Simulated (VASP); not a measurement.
# CoSi2: Co into a neighbouring Co vacancy, part 2 of 4

How hard is this move in CoSi2: Co into a neighbouring Co vacancy? Both ends are relaxed first, then a band of images between them. The start is a cell from a database of measured crystal structures.

VASP 6.6.1, plane waves and PAW; the level of theory is named at each step.

So far. Step 2 (Relax the host): The start already met the threshold, so nothing moved.

The database entry behind the starting cell differs from later determinations by our own check (0.1 to 0.3 % short, probably kX units), so it need not match the best structure at ambient conditions.

## Step 3: Relax the start

This step: PBE, spin-polarised from a ferromagnetic start; plane waves and PAW (Co, Si) (VASP 6.6.1).

System of this step: Co7Si16. The cell holds 23 atoms: 7 Co and 16 Si. Cell: a = 7.575 Å, b = 7.575 Å, c = 7.575 Å, α = 60.0°, β = 60.0°, γ = 60.0°. It derives from CoSi2. Nearest the centre at fractional (0.000, 0.000, 0.250): Si16 at 1.33 Å, Si14 at 1.35 Å, Co1 at 1.91 Å, Si11 at 2.95 Å, Si19 at 2.97 Å, Si10 at 3.00 Å, Si21 at 3.00 Å, Si18 at 3.01 Å.

A path needs two true minima; the start is relaxed with symmetry off.

The input, INCAR:

```
SYSTEM = Co7Si16
PREC = Normal
ENCUT = 280
EDIFF = 1E-05
NELM = 120
ISMEAR = 1
SIGMA = 0.15
LREAL = Auto
ALGO = Fast
GGA = PE
NBANDS = 107
ISPIN = 2
MAGMOM = 2 2 2 2 2 2 2 0 0 0 0 0 0 0 0 0 0 0 0 0 0 0 0
LASPH = .TRUE.
LMAXMIX = 4
LORBIT = 11
LWAVE = .FALSE.
LCHARG = .FALSE.
KPAR = 3
IBRION = 2
NSW = 60
ISIF = 2
EDIFFG = -0.05
POTIM = 0.4
MAXMIX = 40
ISYM = 0
```

The input, POSCAR:

```
Co7Si16
1.0
    0.0000000000      5.3560000000      5.3560000000
    5.3560000000      0.0000000000      5.3560000000
    5.3560000000      5.3560000000      0.0000000000
Co Si
7 16
Direct
    0.0015057338     -0.0002718388      0.5015622951
    0.0049568478      0.4967099729     -0.0015761313
    0.0027681922      0.4985931685      0.4994017783
    0.5005246504      0.0015168470     -0.0004185180
    0.5001706961     -0.0019709923      0.4992209770
    0.4984100432      0.5004978853      0.0017382843
    0.5009948813      0.4990355227      0.4980447295
    0.3798102895      0.3739489500      0.3750219130
    0.3762086952      0.3731386831      0.8667374839
    0.3765928965      0.8742186119      0.3742048743
    0.3682646293      0.8803253445      0.8775829406
    0.8736314316      0.3788445332      0.3787834414
    0.8731952874      0.3774300477      0.8706505857
    0.8712292890      0.8762194538      0.3741876189
    0.8731871212      0.8764459260      0.8732850535
    0.1239428894      0.1241665518      0.1261899943
    0.1261543450      0.1250437443      0.6271733882
    0.1269575103      0.6211700476      0.1257745744
    0.1230648229      0.6303499164      0.6229329836
    0.6221198937      0.1267079648      0.1232171156
    0.6235744976      0.1227578843      0.6274441407
    0.6265687229      0.6216883734      0.1241765517
    0.6228999749      0.6209432388      0.6299361697
```

The input, KPOINTS:

```
Automatic mesh
0
Gamma
3 3 3
0 0 0
```

Potentials, in the order of the species: Co and Si (PBE family, release 64).

Launch:

```sh
> mpirun -np 3 vasp_std
```

Output:

```text
[banner, memory and clock lines left out]
running    3 mpi-ranks, on    1 nodes
 distrk:  each k-point on    1 cores,    3 groups
 distr:  one band on    1 cores,    1 groups

 POSCAR found type information on POSCAR CoSi
 POSCAR found :  2 types and      23 ions
 LDA part: xc-table for (Slater+PW92), standard interpolation
 POSCAR, INCAR and KPOINTS ok, starting setup
 FFT: planning ... GRIDC
 FFT: planning ... GRID_SOFT
 FFT: planning ... GRID
 WAVECAR not read
 entering main loop
       N       E                     dE             d eps       ncg     rms          rms(c)
DAV:   1     0.565595806369E+03    0.56560E+03   -0.32027E+04  6000   0.716E+02
DAV:   2    -0.907444471119E+02   -0.65634E+03   -0.59766E+03  6169   0.211E+02
DAV:   3    -0.150249263885E+03   -0.59505E+02   -0.55344E+02  7047   0.712E+01
DAV:   4    -0.152450425495E+03   -0.22012E+01   -0.21797E+01  7224   0.146E+01
DAV:   5    -0.152516757419E+03   -0.66332E-01   -0.66261E-01  7680   0.236E+00    0.431E+01
RMM:   6    -0.185439118926E+03   -0.32922E+02   -0.20171E+02  5992   0.586E+01    0.540E+01
RMM:   7    -0.144461068243E+03    0.40978E+02   -0.68787E+01  5992   0.345E+01    0.103E+01
RMM:   8    -0.144612573374E+03   -0.15151E+00   -0.20857E+00  5992   0.315E+00    0.554E+00
RMM:   9    -0.145068428214E+03   -0.45585E+00   -0.95226E-01  5992   0.361E+00    0.854E+00
RMM:  10    -0.144545388922E+03    0.52304E+00   -0.69011E-01  5992   0.351E+00    0.378E+00
RMM:  11    -0.144526581526E+03    0.18807E-01   -0.17869E-01  5992   0.171E+00    0.290E+00
RMM:  12    -0.144466568283E+03    0.60013E-01   -0.67907E-02  6004   0.111E+00    0.112E+00
RMM:  13    -0.144468570366E+03   -0.20021E-02   -0.13891E-02  6242   0.412E-01    0.871E-01
RMM:  14    -0.144466558465E+03    0.20119E-02   -0.71771E-03  6033   0.336E-01    0.597E-01
RMM:  15    -0.144467018976E+03   -0.46051E-03   -0.32780E-03  6013   0.200E-01    0.256E-01
RMM:  16    -0.144467326582E+03   -0.30761E-03   -0.24020E-03  6023   0.183E-01    0.278E-01
RMM:  17    -0.144466722799E+03    0.60378E-03   -0.99990E-04  6205   0.125E-01    0.474E-02
RMM:  18    -0.144466793601E+03   -0.70802E-04   -0.40941E-04  6994   0.484E-02    0.600E-02
RMM:  19    -0.144466779319E+03    0.14281E-04   -0.52951E-05  5362   0.242E-02    0.263E-02
RMM:  20    -0.144466786396E+03   -0.70764E-05   -0.22333E-05  4483   0.139E-02
   1 F= -.14446679E+03 E0= -.14446324E+03  d E =-.144467E+03  mag=    -0.0007
 curvature:   0.00 expect dE= 0.000E+00 dE for cont linesearch  0.000E+00
 trial: gam= 0.00000 g(F)=  0.950E-01 g(S)=  0.000E+00 ort = 0.000E+00 (trialstep = 0.100E+01)
 search vector abs. value=  0.950E-01
 bond charge predicted
       N       E                     dE             d eps       ncg     rms          rms(c)
DAV:   1    -0.144533690666E+03   -0.66911E-01   -0.42768E+00  6568   0.497E+00    0.499E-01
RMM:   2    -0.144537619071E+03   -0.39284E-02   -0.77873E-02  5992   0.109E+00    0.328E-01
RMM:   3    -0.144538812396E+03   -0.11933E-02   -0.17222E-02  5992   0.468E-01    0.276E-01
RMM:   4    -0.144538899993E+03   -0.87597E-04   -0.47993E-03  6036   0.275E-01    0.227E-01
RMM:   5    -0.144538546931E+03    0.35306E-03   -0.14734E-03  6017   0.150E-01    0.900E-02
RMM:   6    -0.144538501185E+03    0.45745E-04   -0.41462E-04  6001   0.776E-02    0.428E-02
RMM:   7    -0.144538503001E+03   -0.18159E-05   -0.12960E-04  5999   0.404E-02    0.105E-02
RMM:   8    -0.144538507050E+03   -0.40487E-05   -0.43739E-05  5406   0.200E-02
   2 F= -.14453851E+03 E0= -.14453429E+03  d E =-.717207E-01  mag=     0.0001
[...]
3 F= -.14456392E+03 E0= -.14455936E+03  d E =-.971367E-01  mag=    -0.0002
[...]
4 F= -.14458171E+03 E0= -.14457715E+03  d E =-.177822E-01  mag=     0.0000
[...]
5 F= -.14458822E+03 E0= -.14458411E+03  d E =-.243017E-01  mag=     0.0001
[...]
6 F= -.14458826E+03 E0= -.14458420E+03  d E =-.243395E-01  mag=     0.0000
 curvature:  -1.50 expect dE=-0.396E-02 dE for cont linesearch -0.740E-08
 trial: gam= 0.13750 g(F)=  0.263E-02 g(S)=  0.000E+00 ort =-0.107E-04 (trialstep = 0.146E+01)
 search vector abs. value=  0.307E-02
 bond charge predicted
       N       E                     dE             d eps       ncg     rms          rms(c)
DAV:   1    -0.144590800321E+03   -0.25406E-02   -0.18057E-01  6244   0.108E+00    0.164E-01
RMM:   2    -0.144590991399E+03   -0.19108E-03   -0.60553E-03  5992   0.310E-01    0.134E-01
RMM:   3    -0.144591069457E+03   -0.78058E-04   -0.12266E-03  5992   0.118E-01    0.640E-02
RMM:   4    -0.144591073267E+03   -0.38101E-05   -0.26479E-04  6102   0.606E-02    0.590E-02
RMM:   5    -0.144591060736E+03    0.12531E-04   -0.68997E-05  5849   0.304E-02    0.274E-02
RMM:   6    -0.144591062546E+03   -0.18095E-05   -0.19968E-05  4363   0.157E-02
   7 F= -.14459106E+03 E0= -.14458744E+03  d E =-.279996E-02  mag=    -0.0003
 trial-energy change:   -0.002800  1 .order   -0.002780   -0.003846   -0.001714
 step:   2.6366(harm=  2.6366)  dis= 0.00713  next Energy=  -144.591731 (dE=-0.347E-02)
 reached required accuracy - stopping structural energy minimisation
```

Run time: 3.6 min. Hardware: 3 MPI ranks of AMD EPYC 9R45, shared host; peak memory 1.1 GiB.

OUTCAR, selected parts (step 3):

```text
 Found     14 irreducible k-points:

   k-points           NKPTS =     14   k-points in BZ     NKDIM =     14   number of bands    NBANDS=    107

   dimension x,y,z NGX =    32 NGY =   32 NGZ =   32
   dimension x,y,z NGXF=    64 NGYF=   64 NGZF=   64

   ENCUT  =  280.0 eV  20.58 Ry    4.54 a.u.  10.33 10.33 10.33*2*pi/ulx,y,z

   NELECT =     127.0000    total number of electrons

 E-fermi :   9.8496

 spin component 1
 k-point     1 :       0.0000    0.0000    0.0000
  band No.  band energies     occupation
    ...
     60       9.3626      1.00002
     61       9.3632      1.00002
     62       9.5052      1.00275
     63       9.5113      1.00321
     64       9.5161      1.00364
     65      10.4584     -0.00000
     66      10.5568     -0.00000
     67      10.5581     -0.00000
     68      10.5603     -0.00000
     69      11.8189     -0.00000
    ...

 k-point     2 :       0.3333    0.0000    0.0000
  band No.  band energies     occupation
    ...
     59       8.9037      1.00000
     60       9.0279      1.00000
     61       9.0287      1.00000
     62       9.1560      1.00000
     63       9.6158      1.02497
     64      10.1180     -0.01484
     65      10.1333     -0.01117
     66      10.7899     -0.00000
     67      10.8108     -0.00000
     68      10.9903     -0.00000
    ...

 k-point     3 :       0.0000    0.3333    0.0000
  band No.  band energies     occupation
    ...
     59       8.9017      1.00000
     60       9.0263      1.00000
     61       9.0276      1.00000
     62       9.1600      1.00000
     63       9.6151      1.02475
     64      10.1223     -0.01374
     65      10.1329     -0.01126
     66      10.7952     -0.00000
     67      10.8082     -0.00000
     68      10.9924     -0.00000
    ...

 k-point     4 :       0.0000    0.0000    0.3333
  band No.  band energies     occupation
    ...
     59       8.9028      1.00000
     60       9.0256      1.00000
     61       9.0286      1.00000
     62       9.1577      1.00000
     63       9.6177      1.02555
     64      10.1254     -0.01299
     65      10.1287     -0.01221
     66      10.7998     -0.00000
     67      10.8019     -0.00000
     68      10.9898     -0.00000
    ...

  Total       -5.1330331     -5.1598017     -5.1500041     -0.0591736      0.0285796      0.0405142
  in kB      -26.7628861    -26.9024538    -26.8513707     -0.3085226      0.1490101      0.2112351
  external PRESSURE =     -26.8389035 kB  Pullay stress =       0.0000000 kB

  energy-cutoff  :      280.00
  volume of cell :      307.29
      direct lattice vectors                 reciprocal lattice vectors
     0.000000000  5.356000000  5.356000000    -0.093353249  0.093353249  0.093353249
     5.356000000  0.000000000  5.356000000     0.093353249 -0.093353249  0.093353249
     5.356000000  5.356000000  0.000000000     0.093353249  0.093353249 -0.093353249

 POSITION                                       TOTAL-FORCE (eV/Angst)
 -----------------------------------------------------------------------------------
      2.68417      8.03776      5.35812        -0.013276     -0.008313     -0.012904
      8.02667      5.35458      2.67591         0.020367     -0.010239     -0.002960
      5.35696      2.67656      2.68226         0.000941     -0.007435      0.001895
     10.70892      8.02955      8.02888         0.001930      0.014658     -0.004753
      8.03371      5.35562      8.03046        -0.002067     -0.003880      0.013596
      8.03045      8.02822      5.35247        -0.010513      0.009892     -0.002926
      5.34669      5.35505      5.35954         0.016390     -0.007135     -0.003463
      4.01765      4.02042      4.01958         0.021231      0.011823      0.026171
      6.68329      6.68671      4.02090        -0.014944     -0.013559      0.017606
      6.68921      4.02022      6.68756        -0.016615      0.019009      0.004335
      9.39979      6.66467      6.65888        -0.013739      0.002850      0.041635
      4.02028      6.68901      6.69488         0.006967     -0.000564     -0.034899
      6.67429      9.39052      6.67212        -0.027640     -0.000078     -0.009236
      6.67292      6.67123      9.40092         0.005275     -0.009440     -0.019686
      9.39528      9.39773      9.39128         0.013884     -0.016885      0.005842
      1.31813      1.31693      1.31335        -0.013988     -0.007771     -0.006033
      4.04556      4.03997      1.31605        -0.004972      0.006719     -0.002140
      4.03210      1.31666      4.03056         0.025715     -0.010390      0.037580
      6.68778      4.02341      4.02913        -0.008647     -0.005049     -0.029304
      1.31793      4.03491      4.03275        -0.024985      0.012298      0.018467
      4.01829      6.68899      4.01942         0.017941     -0.000487      0.008452
      4.01501      4.01563      6.68915         0.016595      0.022910     -0.011289
      6.68626      6.68685      6.69299         0.004150      0.001067     -0.035987
 -----------------------------------------------------------------------------------
    total drift:                               -0.000271     -0.002884     -0.003057

  FREE ENERGIE OF THE ION-ELECTRON SYSTEM (eV)
  ---------------------------------------------------
  free  energy   TOTEN  =      -144.5910625457 eV

  energy  without entropy=     -144.5802076670  energy(sigma->0) =     -144.58744425

 total charge
# of ion       s       p       d       tot
------------------------------------------
    1        0.526   0.710   7.570   8.806
    2        0.527   0.712   7.571   8.809
    3        0.526   0.710   7.569   8.806
    4        0.526   0.709   7.568   8.803
    5        0.526   0.709   7.569   8.804
    6        0.526   0.711   7.570   8.806
    7        0.549   0.711   7.624   8.884
    8        0.724   0.881   0.000   1.605
    9        0.724   0.881   0.000   1.605
   10        0.724   0.881   0.000   1.605
   11        0.734   0.845   0.000   1.579
   12        0.724   0.881   0.000   1.605
   13        0.734   0.845   0.000   1.579
   14        0.734   0.844   0.000   1.578
   15        0.734   0.845   0.000   1.579
   16        0.734   0.846   0.000   1.580
   17        0.734   0.846   0.000   1.579
   18        0.734   0.847   0.000   1.580
   19        0.724   0.881   0.000   1.605
   20        0.734   0.845   0.000   1.579
   21        0.724   0.880   0.000   1.605
   22        0.724   0.881   0.000   1.605
   23        0.724   0.881   0.000   1.605
--------------------------------------------------
tot         15.366  18.782  53.041  87.189

 magnetization (x)
# of ion       s       p       d       tot
------------------------------------------
    1        0.000   0.000   0.000   0.000
    2        0.000   0.000  -0.000  -0.000
    3        0.000   0.000   0.000   0.000
    4        0.000   0.000   0.000   0.000
    5       -0.000   0.000   0.000   0.000
    6       -0.000   0.000  -0.000  -0.000
    7        0.000   0.000   0.000   0.000
    8       -0.000   0.000   0.000   0.000
    9       -0.000   0.000   0.000   0.000
   10       -0.000   0.000   0.000   0.000
   11       -0.000   0.000   0.000   0.000
   12       -0.000   0.000   0.000   0.000
   13       -0.000   0.000   0.000  -0.000
   14       -0.000   0.000   0.000   0.000
   15       -0.000  -0.000   0.000  -0.000
   16       -0.000  -0.000   0.000  -0.000
   17       -0.000  -0.000   0.000  -0.000
   18       -0.000  -0.000   0.000  -0.000
   19       -0.000   0.000   0.000   0.000
   20        0.000   0.000   0.000   0.000
   21       -0.000   0.000   0.000   0.000
   22       -0.000   0.000   0.000   0.000
   23       -0.000   0.000   0.000   0.000
--------------------------------------------------
tot         -0.000   0.000   0.000   0.000

[... 1 part as in an earlier step ...]

[... 9 further parts left out ...]
```

CONTCAR:

```
Co7Si16
   1.00000000000000
     0.0000000000000000    5.3559999999999999    5.3559999999999999
     5.3559999999999999    0.0000000000000000    5.3559999999999999
     5.3559999999999999    5.3559999999999999    0.0000000000000000
  Co              Si
     7    16
Direct
     0.9999724116376990    0.0004225845690835    0.5007302596519831
     0.0003556414876603    0.4992536026085141    0.9993787034565332
     0.0001735648567202    0.5006215909264153    0.4995577070524876
     0.4993940530536048    0.9996490956668944    0.9997758946701546
     0.4996618120009924    0.9996780172257077    0.5002671764191376
     0.4994627197967679    0.4998790126728593    0.9994575029812763
     0.5011108603619348    0.4995506295265355    0.4987117050755197
     0.3754991496062410    0.3749819053294364    0.3751398481335809
     0.3756837650397091    0.3750435982748327    0.8727691694522549
     0.3751463987931528    0.8734645468307006    0.3754539187390001
     0.3662956241176377    0.8769610175041123    0.8780407579306581
     0.8741235890061052    0.3758548692469105    0.3747572902559263
     0.8764325616658653    0.3692947597818647    0.8768376632485424
     0.8774486800990187    0.8777645963010295    0.3681134947472328
     0.8769344147113585    0.8764782613033772    0.8776823446200162
     0.1224937815465822    0.1227169449898611    0.1233862087742501
     0.1223358140053531    0.1233791049824068    0.6319524106678678
     0.1227702089763843    0.6297614158293185    0.1230583222310103
     0.1274044557270774    0.6248612228796845    0.6237915767994318
     0.6301098450577306    0.1228316892916497    0.1232349428702326
     0.6245445881521032    0.1259073874760104    0.6243337705837019
     0.6245120800488935    0.6243963165007897    0.1252313391879983
     0.6248673214514279    0.6247576671820060    0.6236102368512094
```

The steps of the relaxation:

| step | energy less that of the first step (eV) | largest force (eV/Å) |
| --- | --- | --- |
| 1 | 0.0000 | 0.5186 |
| 2 | -0.0717 | 0.2911 |
| 3 | -0.0971 | 0.2204 |
| 4 | -0.1149 | 0.1357 |
| 5 | -0.1214 | 0.0788 |
| 6 | -0.1215 | 0.0754 |
| 7 | -0.1243 | 0.0467 |

The atoms that moved most (Å):

| atom | dx | dy | dz | length |
| --- | --- | --- | --- | --- |
| Si13 | -0.010 | 0.050 | -0.026 | 0.058 |
| Si18 | 0.031 | -0.037 | 0.024 | 0.054 |
| Si15 | 0.024 | 0.044 | 0.020 | 0.054 |
| Si20 | -0.021 | 0.043 | 0.022 | 0.052 |
| Si9 | 0.043 | 0.029 | 0.007 | 0.052 |
| Si14 | -0.024 | 0.001 | 0.042 | 0.048 |
| Si12 | -0.038 | -0.019 | -0.013 | 0.044 |
| Si23 | -0.013 | -0.023 | 0.031 | 0.041 |

The relaxed structure:

```xyz
23
Lattice="0.0000 5.3560 5.3560 5.3560 0.0000 5.3560 5.3560 5.3560 0.0000" Properties=species:S:1:pos:R:3 pbc="T T T"
Co    2.6842    2.6818    0.0021
Co    2.6707   -0.0014    2.6759
Co    5.3570    2.6766    2.6823
Co   -0.0031    2.6736    2.6729
Co    2.6777    5.3556    2.6745
Co    2.6744    2.6722    5.3525
Co    5.3467    5.3550    5.3595
Si    4.0177    4.0204    4.0196
Si    6.6833    6.6867    4.0209
Si    6.6892    4.0202    6.6876
Si    9.3998    6.6647    6.6589
Si    4.0203    6.6890    6.6949
Si    6.6743    9.3905    6.6721
Si    6.6729    6.6712    9.4009
Si    9.3953    9.3977    9.3913
Si    1.3181    1.3169    1.3133
Si    4.0456    4.0400    1.3160
Si    4.0321    1.3167    4.0306
Si    6.6878    4.0234    4.0291
Si    1.3179    4.0349    4.0328
Si    4.0183    6.6890    4.0194
Si    4.0150    4.0156    6.6892
Si    6.6863    6.6868    6.6930
```

This step gave:

* electronic cycles: 56
* electrons: 127
* free energy (TOTEN): -144.5911 eV
* energy at zero smearing: -144.5874 eV
* Fermi energy: 9.850 eV

The spin moment in the PAW sphere vanishes on all atoms.

The run ended after 7 ionic steps, 0.124 eV below its first step, once the forces on the free atoms met EDIFFG = -0.05.

[end of part 2 of 4]

[Lines on the potential files, build, host, timing and source positions are cut from VASP's logs without a mark.]

[Logs are printed without paths, hosts, clocks, repeated set-up lines and the standing remarks that a program may print on its own settings, such as how far it seeks lower states.]

[Hosts, paths, dates, database ids (printed as entryN), source tags and the programs' standing remarks are cut or masked in the printed files.]

[Runs that stopped without an error message from VASP are left out.]
